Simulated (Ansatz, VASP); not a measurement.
# ZnGeW (ZnGeW in the AlB2 type): VASP beside Ansatz

Aim: how closely do two programs agree when they are given the same cell, functional and k mesh? The cell is generated by rule, not measured, and may not be a known phase. The cell is taken from a series of runs on this material, whose earlier steps may have relaxed, scaled, displaced or heated it; both programs get it as it stands.

Method: plane waves, with VASP 6.6.1 beside it; single point at PBEsol, in Ansatz 0.2.0.

The structure was built from a prototype and need not be the compound's stable phase.

## 1. The structure

It takes space group P-6m2 (No. 187, hexagonal). The conventional cell has a = 3.889 Å, b = 3.889 Å, c = 4.084 Å, α = 90.00°, β = 90.00°, γ = 120.00°. W has 6 Ge at 3.04 Å and 6 Zn at 3.04 Å nearest. Nearest to Ge lie 3 Zn at 2.25 Å and 6 W at 3.04 Å. Zn has 3 Ge at 2.25 Å and 6 W at 3.04 Å nearest. Farther neighbours are not listed.

## 2. Ansatz: single point, PBEsol

Ansatz runs on its PAW soft_1 files.

With cell and atoms fixed, the geometry can't cause a difference; cores, projectors, grids and the points listed under the comparison can.

input.yaml reads:

```yaml
crystal:
  lattice:
    - [3.88944, 0.0, 0.0]
    - [-1.94472, 3.36835, 0.0]
    - [0.0, 0.0, 4.08391]
  atoms:
    - { symbol: W, position: [0.0, 0.0, 0.0] }
    - { symbol: Ge, position: [0.33333333, 0.66666667, 0.5] }
    - { symbol: Zn, position: [0.66666667, 0.33333333, 0.5] }
kpoints:
  mp_grid: { grid: [6, 6, 4] }
hamiltonian:
  xc: pbesol
  pseudopotentials: { kind: paw, azcp: { folder: soft_1 }, xc_functional: pbe }
scf:
  occupations: { method: gaussian, width: 0.1 }
output:
  forces: true
  stress: true
  eigenvalues: true
```

Command:

```sh
$ ansatz run input.yaml --threads 4 --pin off --max-ram 12288MiB --backend cpu --events-out ev --progress --plain --runs-dir out
```

Numbers of over 12 decimals in the logs are rounded to 6 here.

The log of the run:

```text
Engine: ansatz 0.2.0, aarch64-unknown-linux-gnu
Pseudopotentials: kind: paw
Pseudopotential: W, paw, valence charge 14, recommended cutoff 420 eV (normal), soft_1/W.paw.azcp
Pseudopotential: Ge, paw, valence charge 14, recommended cutoff 420 eV (normal), soft_1/Ge.paw.azcp
Pseudopotential: Zn, paw, valence charge 12, recommended cutoff 420 eV (normal), soft_1/Zn.paw.azcp
Functional definition: PBEsol
  exchange = pbesol_x
  correlation = pbesol_c
Crystal: 3 atoms, lattice volume = 53.503 Å³
Basis set: ecut = 420 eV, 1081 PW (Γ), exchange–correlation on 54×54×60 points (8 copies of the dense FFT grid, shifted against one another)
Bands: 24, of which v1, the nominal top of the filled ones, is band 20 counted from 1 (19 counted from 0)
Symmetry: 12 space group operations
Space group: P-6m2 (ITA 187), of the structure as read, at distance tolerance 3.8e-5 Å
k-points: 21 of 144 (time reversal used)
Non-local potential: W, projectors of the file, l = 0: 3, l = 1: 2, l = 2: 2, l = 3: 1
Non-local potential: Ge, projectors of the file, l = 0: 2, l = 1: 2, l = 2: 3, l = 3: 1
Non-local potential: Zn, projectors of the file, l = 0: 2, l = 1: 2, l = 2: 3, l = 3: 1
PAW form: soft (Blöchl's): semilocal exchange-correlation on the pseudo side does not see the compensation charge
PAW frozen core: W, regenerated for the run's functional, and the local potential with it (the file was generated under x = pbe(κ = 0.804, μ = 0.219515), c = pbe(β = 0.066725))
PAW frozen core: Ge, regenerated for the run's functional, and the local potential with it (the file was generated under x = pbe(κ = 0.804, μ = 0.219515), c = pbe(β = 0.066725))
PAW frozen core: Zn, regenerated for the run's functional, and the local potential with it (the file was generated under x = pbe(κ = 0.804, μ = 0.219515), c = pbe(β = 0.066725))
PAW one-centre angular grid: W, 590 points (default); XC on 64 Gauss nodes
PAW one-centre angular grid: Ge, 590 points (default); XC on 64 Gauss nodes
PAW one-centre angular grid: Zn, 590 points (default); XC on 64 Gauss nodes
Initial density: superposition of atomic densities (chi_scale 0.1, normalization cell, long waves kept (reshape's long-wave potential 0.00 eV rms))
Initial wavefunctions: pseudopotential atomic-orbital guess
Functional: x = pbesol(κ = 0.804, μ = 0.123457), c = pbesol(β = 0.046)
SCF iter   1: F=—  HF=-17789.264475 eV  |F-HF|=—  |Δ(HF+E_count)|=         —  Δρ=7.05e-2  dr2=5.97e0  ethr=3.10e-3  ⟨swp⟩=5.3  Hψ=2358  notcnv=0
preconditioner: auto → Kerker (q_TF=auto, 2.599 Å⁻¹)  [metal: Δε(μ)=0.068 eV  Ē_g=14.385 eV  σ=0.100 eV  W_gap=0.36  n_scr=20 (ndim 8)  ℏωp=28.7 eV  f_vac=0.000  D(μ)=4.71/eV (n_scr^D=58)]
SCF iter   2: F=—  HF=-17788.227502 eV  |F-HF|=—  |Δ(HF+E_count)|=    1.04e0  Δρ=2.40e-2  dr2=4.82e-1  ethr=3.10e-3  ⟨swp⟩=2.4  Hψ=821  notcnv=0
SCF iter   3: F=—  HF=-17788.135037 eV  |F-HF|=—  |Δ(HF+E_count)|=   9.25e-2  Δρ=1.05e-2  dr2=4.11e-2  ethr=1.20e-3  ⟨swp⟩=2.0  Hψ=854  notcnv=0
SCF iter   4: F=—  HF=-17788.127164 eV  |F-HF|=—  |Δ(HF+E_count)|=   7.87e-3  Δρ=6.48e-3  dr2=1.31e-2  ethr=1.03e-4  ⟨swp⟩=2.0  Hψ=901  notcnv=0
SCF iter   5: F=—  HF=-17788.125153 eV  |F-HF|=—  |Δ(HF+E_count)|=   2.01e-3  Δρ=1.35e-3  dr2=9.54e-4  ethr=3.28e-5  ⟨swp⟩=2.0  Hψ=687  notcnv=0
SCF iter   6: F=—  HF=-17788.124763 eV  |F-HF|=—  |Δ(HF+E_count)|=   3.91e-4  Δρ=5.45e-4  dr2=1.71e-4  ethr=2.39e-6  ⟨swp⟩=2.4  Hψ=828  notcnv=0
SCF iter   7: F=—  HF=-17788.124756 eV  |F-HF|=—  |Δ(HF+E_count)|=   6.14e-6  Δρ=3.42e-4  dr2=5.20e-5  ethr=4.27e-7  ⟨swp⟩=2.0  Hψ=674  notcnv=0
SCF iter   8: F=—  HF=-17788.124740 eV  |F-HF|=—  |Δ(HF+E_count)|=   1.66e-5  Δρ=7.27e-5  dr2=4.07e-6  ethr=1.30e-7  ⟨swp⟩=2.0  Hψ=663  notcnv=0
SCF iter   9: F=—  HF=-17788.124739 eV  |F-HF|=—  |Δ(HF+E_count)|=   2.95e-7  Δρ=4.70e-5  dr2=5.88e-7  ethr=1.02e-8  ⟨swp⟩=2.0  Hψ=715  notcnv=0
SCF iter  10: F=—  HF=-17788.124740 eV  |F-HF|=—  |Δ(HF+E_count)|=   1.95e-7  Δρ=2.54e-5  dr2=2.43e-7  ethr=2.50e-10  ⟨swp⟩=4.7  Hψ=1823  notcnv=0
SCF iter  11: F=-17788.124740 eV  HF=-17788.124740 eV  |F-HF|=5.74e-9  |Δ(HF+E_count)|=   3.03e-8  Δρ=2.98e-6  dr2=5.23e-9  ethr=2.50e-10  ⟨swp⟩=3.0  Hψ=1825  notcnv=0
SCF 1 converged in 11 iterations: F = -17788.124740 eV  dr2 = 5.23e-9
  greatest PAW one-centre occupation: 0.999 electrons in one spin orbital (limit 2), on the W atom at site 0 (counted from 0), in its partial waves of l = 0
SCF converged after 11 iterations
Free energy (F): -17788.124740 eV
Harris-Foulkes:  -17788.124740 eV  (|F-HF|=5.74e-9)
Internal energy: -17788.102130 eV  (E = F + TS)
E sigma→0 (E₀):  -17788.113435 eV
Entropy (-TS):   -0.022609 eV (-7.536 meV/atom)
Fermi energy:    13.578644 eV
--- Per-component energies (eV) ---
  E_band       = -224.598079
  E_kinetic    = 658.589284
  E_local      = -4637.868828  (includes V_loc(G=0)·N_el)
  E_nonlocal   = 1015.341315
  E_hartree    = 1977.882258
  E_xc         = -411.736785
  E_vxc        = -343.866709  (∫ρ·V_xc dr)
  E_paw        = -12281.648145  (= ΣΔE_a)
  E_vpaw       = -872.558206  (= ΣTr[D̂ρ^β])
  E_aug_tail   = -0.000089  (compensation charges beyond the density's cutoff)
  E_ewald      = -4110.598292
  E_core_change = 1.937151  (= ΣΔE_core)
  E_smearing   = -0.022609  (= −TS)
  E_closure    = 0.000000  (closes the sum)
  Σ components = -17788.124740   (vs F -17788.124740, Δ=0.00e0)
--- Forces (eV/Å), atoms counted from 1 ---
  atom   1  W      0.00000000    -0.00000000     0.00000000
  atom   2  Ge     0.00000000    -0.00000000     0.00000000
  atom   3  Zn     0.00000000     0.00000000     0.00000000
  max |Σ_I F_I| component: 5.55e-17 eV/Å
--- Stress (GPa, compression-positive) ---
       -4.517668       0.000000       0.000000
        0.000000      -4.517668       0.000000
        0.000000       0.000000     -28.854140
  P = ⅓ Tr σ = -12.6298 GPa (-126.298 kbar)
--- Band table (eV; the first three rows and the last of 21) ---
  k-point 0: bands = [... 16 lower, 11.4140, 11.4140, 11.4931, 13.3892, 13.3892, 14.4299, 16.1096, 16.1096]
  k-point 1: bands = [... 16 lower, 11.8646, 11.8646, 12.6814, 12.8118, 12.8118, 15.3749, 15.3749, 15.9173]
  k-point 2: bands = [... 16 lower, 12.3955, 12.3955, 12.6657, 12.6657, 13.3735, 14.1994, 14.1994, 16.9152]
  k-point 20: bands = [... 16 lower, 9.0997, 10.2317, 11.1809, 13.3849, 14.0287, 14.4846, 15.4519, 15.4869]
```

The run ends at a pressure of -12.63 GPa.

## 3. VASP: single point, PBEsol

The same cell, functional, mesh and smearing now go to VASP, with its own data sets.

Lines of VASP's logs that name or quote its potential files are left out, and so is its time.

INCAR reads:

```
SYSTEM = ZnGeW
PREC = Accurate
ENCUT = 600
EDIFF = 1E-06
NELM = 120
ISMEAR = 0
SIGMA = 0.1
LREAL = .FALSE.
ALGO = Normal
GGA = PS
NBANDS = 22
LASPH = .TRUE.
LORBIT = 11
LWAVE = .FALSE.
LCHARG = .FALSE.
ISIF = 2
GGA_COMPAT = .FALSE.
```

POSCAR reads:

```
ZnGeW
1.0
    3.8894400000      0.0000000000      0.0000000000
   -1.9447200000      3.3683500000      0.0000000000
    0.0000000000      0.0000000000      4.0839100000
W Ge Zn
1 1 1
Direct
    0.0000000000      0.0000000000      0.0000000000
    0.3333333333      0.6666666667      0.5000000000
    0.6666666667      0.3333333333      0.5000000000
```

KPOINTS reads:

```
Automatic mesh
0
Gamma
6 6 4
0 0 0
```

Potentials, in the order of the species: W, Ge_d and Zn (PBE family, release 64).

Command:

```sh
$ mpirun -np 1 vasp_std
```

The log of the run:

```text
[banner, memory and clock lines left out]
running    1 mpi-ranks, on    1 nodes
 distrk:  each k-point on    1 cores,    1 groups
 distr:  one band on    1 cores,    1 groups

 POSCAR found type information on POSCAR W GeZn
 POSCAR found :  3 types and       3 ions
|                                                                             |
|               ----> ADVICE to this user running VASP <----                  |
|                                                                             |
|     You enforced a specific xc type in the INCAR file but a different       |
|     [... a line on the potential file left out ...]
|     I HOPE YOU KNOW WHAT YOU ARE DOING!                                     |
|                                                                             |

 LDA part: xc-table for (Slater+PW92), standard interpolation
 POSCAR, INCAR and KPOINTS ok, starting setup
 FFT: planning ... GRIDC
 FFT: planning ... GRID_SOFT
 FFT: planning ... GRID
 WAVECAR not read
 entering main loop
       N       E                     dE             d eps       ncg     rms          rms(c)
DAV:   1     0.222031748883E+03    0.22203E+03   -0.16820E+04  1036   0.337E+03
DAV:   2     0.138305517900E+02   -0.20820E+03   -0.19904E+03   942   0.630E+02
DAV:   3    -0.168768055965E+02   -0.30707E+02   -0.29562E+02  1092   0.157E+02
DAV:   4    -0.179876412490E+02   -0.11108E+01   -0.10993E+01  1060   0.322E+01
DAV:   5    -0.180070276797E+02   -0.19386E-01   -0.19358E-01  1138   0.448E+00    0.125E+01
DAV:   6    -0.165908716619E+02    0.14162E+01   -0.51245E+00  1208   0.263E+01    0.384E+00
DAV:   7    -0.164959042421E+02    0.94967E-01   -0.51293E-01  1252   0.812E+00    0.337E+00
DAV:   8    -0.164685329115E+02    0.27371E-01   -0.11594E-01  1218   0.579E+00    0.732E-01
DAV:   9    -0.164637894566E+02    0.47435E-02   -0.14343E-02  1266   0.216E+00    0.176E-01
DAV:  10    -0.164634891661E+02    0.30029E-03   -0.24187E-03  1326   0.815E-01    0.119E-01
DAV:  11    -0.164634954640E+02   -0.62979E-05   -0.40503E-04  1068   0.268E-01    0.378E-02
DAV:  12    -0.164634877604E+02    0.77035E-05   -0.40312E-05  1148   0.142E-01    0.128E-02
DAV:  13    -0.164634876468E+02    0.11367E-06   -0.51690E-06  1050   0.400E-02
   1 F= -.16463488E+02 E0= -.16452161E+02  d E =-.226538E-01
```

OUTCAR, selected parts (step 3):

```text
ion  position               nearest neighbor table
   1  0.000  0.000  0.000-   2 3.04   2 3.04   3 3.04   3 3.04   2 3.04   3 3.04   2 3.04   3 3.04
                             3 3.04   3 3.04   2 3.04   2 3.04
   2  0.333  0.667  0.500-   3 2.25   3 2.25   3 2.25   1 3.04   1 3.04   1 3.04   1 3.04   1 3.04
                             1 3.04
   3  0.667  0.333  0.500-   2 2.25   2 2.25   2 2.25   1 3.04   1 3.04   1 3.04   1 3.04   1 3.04
                             1 3.04

  LATTYP: Found a hexagonal cell.
 ALAT       =     3.8894400000
 C/A-ratio  =     1.0499994858

 Subroutine GETGRP returns: Found 12 space group operations
 (whereof 12 operations were pure point group operations)

The static configuration has the point symmetry D_3h.

 Found     21 irreducible k-points:

   k-points           NKPTS =     21   k-points in BZ     NKDIM =     21   number of bands    NBANDS=     22

   dimension x,y,z NGX =    32 NGY =   32 NGZ =   36
   dimension x,y,z NGXF=    64 NGYF=   64 NGZF=   72

   ENCUT  =  600.0 eV  44.10 Ry    6.64 a.u.   7.77  7.77  8.16*2*pi/ulx,y,z

   NELECT =      32.0000    total number of electrons

 k-points in reciprocal lattice and weights: Automatic mesh
   0.00000000  0.00000000  0.00000000       0.007
   0.16666667 -0.00000000  0.00000000       0.042
   0.33333333  0.00000000  0.00000000       0.042
   0.50000000  0.00000000  0.00000000       0.021
   0.16666667  0.16666667  0.00000000       0.042
   0.33333333  0.16666667  0.00000000       0.083
   0.33333333  0.33333333  0.00000000       0.014
   0.00000000  0.00000000  0.25000000       0.014
   0.16666667 -0.00000000  0.25000000       0.083
[...]
0.33333333  0.16666667  0.50000000       0.083
   0.33333333  0.33333333  0.50000000       0.014

 average (electrostatic) potential at core
       1 -40.7416       2 -74.0040       3 -34.9342

 E-fermi :   5.4559

 k-point     1 :       0.0000    0.0000    0.0000
  band No.  band energies     occupation
    ...
     13       3.3056      2.00000
     14       3.3056      2.00000
     15       3.4027      2.00000
     16       5.2626      1.99373
     17       5.2626      1.99373
     18       6.3443      0.00000
     19       7.9913      0.00000
     20       7.9913      0.00000
     21       9.2538      0.00000
     22       9.5973      0.00000

 k-point     2 :       0.1667   -0.0000    0.0000
  band No.  band energies     occupation
    ...
     12       2.0727      2.00000
     13       3.0356      2.00000
     14       3.2754      2.00000
     15       3.3563      2.00000
     16       5.2091      1.99952
     17       5.7129      0.00028
     18       6.1061      0.00000
     19       6.7921      0.00000
     20       7.4246      0.00000
     21       9.7596      0.00000
    ...

 k-point     3 :       0.3333    0.0000    0.0000
  band No.  band energies     occupation
    ...
     12      -0.2271      2.00000
     13       2.7190      2.00000
     14       3.2775      2.00000
     15       3.3026      2.00000
     16       5.1070      2.00000
     17       5.5212      0.35583
     18       6.0128      0.00000
     19       7.3066      0.00000
     20       7.4270      0.00000
     21      10.5344      0.00000
    ...

  Total       -1.4975968     -1.4975934     -9.7826852      0.0000000      0.0000000      0.0000000
  in kB      -44.8461360    -44.8460336   -292.9464295      0.0000000      0.0000000      0.0000000
  external PRESSURE =    -127.5461997 kB  Pullay stress =       0.0000000 kB

  energy-cutoff  :      600.00
  volume of cell :       53.50
      direct lattice vectors                 reciprocal lattice vectors
     3.889440000  0.000000000  0.000000000     0.257106421  0.148440631  0.000000000
    -1.944720000  3.368350000  0.000000000     0.000000000  0.296881262  0.000000000
     0.000000000  0.000000000  4.083910000     0.000000000  0.000000000  0.244863378

 POSITION                                       TOTAL-FORCE (eV/Angst)
 -----------------------------------------------------------------------------------
      0.00000      0.00000      0.00000         0.000000      0.000000      0.000000
     -0.00000      2.24557      2.04196         0.000000      0.000000      0.000000
      1.94472      1.12278      2.04196        -0.000000      0.000000      0.000000
 -----------------------------------------------------------------------------------
    total drift:                               -0.000010      0.000035     -0.000000

  FREE ENERGIE OF THE ION-ELECTRON SYSTEM (eV)
  ---------------------------------------------------
  free  energy   TOTEN  =       -16.4634876468 eV

  energy  without entropy=      -16.4408338234  energy(sigma->0) =      -16.45216074

 total charge
# of ion       s       p       d       tot
------------------------------------------
    1        0.397   0.266   3.869   4.532
    2        1.105   1.297  10.075  12.477
    3        0.628   0.688   9.745  11.061
--------------------------------------------------
tot          2.130   2.251  23.689  28.070

[... 3 further parts left out ...]
```

The k-mesh is coarse for a metal.

The run ends at a pressure of -12.75 GPa.

## 4. Differences

Known differences besides the potentials themselves: the data sets hold 40 valence electrons in Ansatz (on its PAW soft_1 files) and 32 in VASP; the cutoff is 420 eV in Ansatz and 600 eV in VASP; Ansatz makes its cores anew for this functional, VASP keeps those of its PBE data sets. Total energies have different zeros and are not compared.

Both answers:

| quantity | Ansatz | VASP | difference |
| --- | --- | --- | --- |
| pressure (GPa) | -12.63 | -12.75 | +0.12 |

## 5. Outcome

- difference in pressure (single point, PBEsol): 0.12 GPa

In words: The difference in pressure is 0.12 GPa (single point, PBEsol), within the 1 GPa picked in this series as the mark of a large difference. The data sets hold unlike numbers of valence electrons (40 in Ansatz and 32 in VASP), so part of the differences comes from the potentials. How closely two codes agree says nothing of how well the functional describes the real material.

[Lines on the potential files, build, host, timing and source positions are cut from VASP's logs without a mark.]

[Logs are printed without paths, hosts, clocks, repeated set-up lines and the standing remarks that a program may print on its own settings, such as how far it seeks lower states.]

[Hosts, paths, dates, database ids (printed as entryN), source tags and the programs' standing remarks are cut or masked in the printed files.]
